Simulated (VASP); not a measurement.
# PIr (Pmmn) in VASP: further runs, part 2 of 2

VASP 6.6.1. The steps go on from the part before.

## Step 4: Single point, PBE

File INCAR:

```
  PREC = Accurate
  ENCUT = 520
  EDIFF = 1E-7
  ISMEAR = -5
  SIGMA = 0.1
  LREAL = F
  LASPH = T
  NELM = 100
  ALGO = Normal
  ISIF = 2
  LWAVE = F
  LCHARG = F
  GGA = PE
  NBANDS = 22
```

File KPOINTS:

```
Automatic mesh
0
Gamma
  6 5 3
```

File POSCAR:

```
PIr
1.0
    2.7875100000      0.0000000000      0.0000000000
    0.0000000000      3.6153690000      0.0000000000
    0.0000000000      0.0000000000      6.1457750000
Ir P
2 2
Direct
    0.2500000000      0.7500000000      0.4527000000
    0.7500000000      0.2500000000      0.5473000000
    0.2500000000      0.2500000000      0.2213000000
    0.7500000000      0.7500000000      0.7787000000
```

Potentials or basis: VASP PAW PBE potentials, release 64 (Ir, P).

Run with:

```bash
$ cat potpaw_PBE.64/Ir/POTCAR potpaw_PBE.64/P/POTCAR > POTCAR
$ mpirun -np 1 vasp_std > vasp.out
```

OUTCAR:

```text
PREC = Accurate
   ENCUT = 520
   EDIFF = 1E-7
   ISMEAR = -5
   LREAL = F
   LASPH = T
   NELM = 100
   ISIF = 2
   GGA = PE

 ion  position               nearest neighbor table
   1  0.250  0.750  0.453-   3 2.30   3 2.30   2 2.36   2 2.36   2 2.36   2 2.36   4 2.44   4 2.44

   2  0.750  0.250  0.547-   4 2.30   4 2.30   1 2.36   1 2.36   1 2.36   1 2.36   3 2.44   3 2.44

   3  0.250  0.250  0.221-   1 2.30   1 2.30   2 2.44   2 2.44
   4  0.750  0.750  0.779-   2 2.30   2 2.30   1 2.44   1 2.44
[... 805 lines left out ...]
  Direction    XX          YY          ZZ          XY          YZ          ZX
  --------------------------------------------------------------------------------------
  -------------------------------------------------------------------------------------
  Total       21.6209392     42.2191708     13.0720380      0.0000000      0.0000000      0.0000000
  in kB      559.2930437   1092.1305647    338.1490426      0.0000000      0.0000000      0.0000000
  external PRESSURE =     663.1908837 kB  Pullay stress =       0.0000000 kB

 VOLUME and BASIS-vectors are now :
 -----------------------------------------------------------------------------
  energy-cutoff  :      520.00
  volume of cell :       61.94
      direct lattice vectors                 reciprocal lattice vectors
     2.787510000  0.000000000  0.000000000     0.358743108  0.000000000  0.000000000
     0.000000000  3.615369000  0.000000000     0.000000000  0.276596939  0.000000000
     0.000000000  0.000000000  6.145775000     0.000000000  0.000000000  0.162713409

 POSITION                                       TOTAL-FORCE (eV/Angst)
 -----------------------------------------------------------------------------------
      0.69688      2.71153      2.78219        -0.000000      0.000000     -5.023141
      2.09063      0.90384      3.36358         0.000000     -0.000000      5.023141
      0.69688      0.90384      1.36006         0.000000     -0.000000     -2.833741
      2.09063      2.71153      4.78571         0.000000     -0.000000      2.833741
 -----------------------------------------------------------------------------------
    total drift:                                0.000000      0.000000      0.000000

  FREE ENERGIE OF THE ION-ELECTRON SYSTEM (eV)
  ---------------------------------------------------
  free  energy   TOTEN  =       -24.4561867588 eV

  energy  without entropy=      -24.4561867588  energy(sigma->0) =      -24.45618676
```

stdout:

```text
POSCAR found type information on POSCAR IrP
 POSCAR found :  2 types and       4 ions
 scaLAPACK will be used
 LDA part: xc-table for (Slater+PW92), standard interpolation
 POSCAR, INCAR and KPOINTS ok, starting setup
 FFT: planning ... GRIDC
 FFT: planning ... GRID_SOFT
 FFT: planning ... GRID
 WAVECAR not read
 entering main loop
 -----------------------------------------------------------------------------
|                                                                             |
|           W    W    AA    RRRRR   N    N  II  N    N   GGGG   !!!           |
|           W    W   A  A   R    R  NN   N  II  NN   N  G    G  !!!           |
|           W    W  A    A  R    R  N N  N  II  N N  N  G       !!!           |
|           W WW W  AAAAAA  RRRRR   N  N N  II  N  N N  G  GGG   !            |
|           WW  WW  A    A  R   R   N   NN  II  N   NN  G    G                |
|           W    W  A    A  R    R  N    N  II  N    N   GGGG   !!!           |
|                                                                             |
|     Tetrahedron method does not include variations of the Fermi             |
|     occupations, so forces and stress will be inaccurate. We suggest        |
|     using a different smearing scheme ISMEAR = 1 or 2 for metals in         |
|     relaxations.                                                            |
|                                                                             |
 -----------------------------------------------------------------------------
```

Run time: 29 s. Hardware: 1 thread of AMD EPYC 9R14 (Zen 4), shared host; peak memory 0.16 GiB.

Results:

```
Free energy            : -24.4562 eV
Pressure               : 66.3 GPa
Largest force          : 5.023 eV/Å
Band gap on the k mesh : none (metal or under the smearing width)
```

Forces in eV/Å, atoms in the order of the input:
```
Ir   0.000  0.000 -5.023
Ir   0.000  0.000  5.023
P    0.000  0.000 -2.834
P    0.000  0.000  2.834
```

Levels at points of the mesh, in eV from the Fermi level:
```
           k point  band 10  band 11  band 12  band 13  band 14  band 15  band 16  band 17  band 18  band 19
(0.00, 0.00, 0.00)    -4.13    -1.98    -1.65    -1.11     0.25     2.55     2.60     3.23     3.26     5.56
(0.50, 0.00, 0.00)    -3.95    -1.69    -1.69    -1.29    -1.29     1.40     1.40     4.04     4.04     4.99
```

Caveat: the k mesh is coarse (spacing up to 0.38 Å⁻¹), so the values aren't converged; a pressure of tens of GPa on the cell as given is suspect, and the run, the potentials or the cell itself is likely at fault; forces of over 1 eV/Å show positions far from the minimum, so gaps and moduli don't describe the material at rest; tetrahedron occupations give inexact forces and stress in metals.

## Step 5: Summary

| smearing | gap on the mesh (eV) | pressure (GPa) | largest force (eV/Å) |
| --- | --- | --- | --- |
| fermi-dirac 0.1 eV | none | 66.4 | 5.01 |
| gaussian 0.01 eV | none | 66.3 | 5.07 |
| tetrahedron | none | 66.3 | 5.02 |

Alike in all rows: task single point; level PBE; potentials or basis VASP PAW PBE potentials, release 64 (Ir, P); no spin polarisation; cell as given; k mesh 6 × 5 × 3; cutoff (eV) 520; the mesh is coarse, so values aren't converged.

Caveats: all runs use coarse meshes; a pressure of tens of GPa on the cell as given is suspect, and the run, the potentials or the cell itself is likely at fault; forces of over 1 eV/Å show positions far from the minimum, so gaps and moduli don't describe the material at rest; tetrahedron occupations give inexact forces and stress in metals (some runs).

Absolute energies hang on the potentials; compare differences alone.
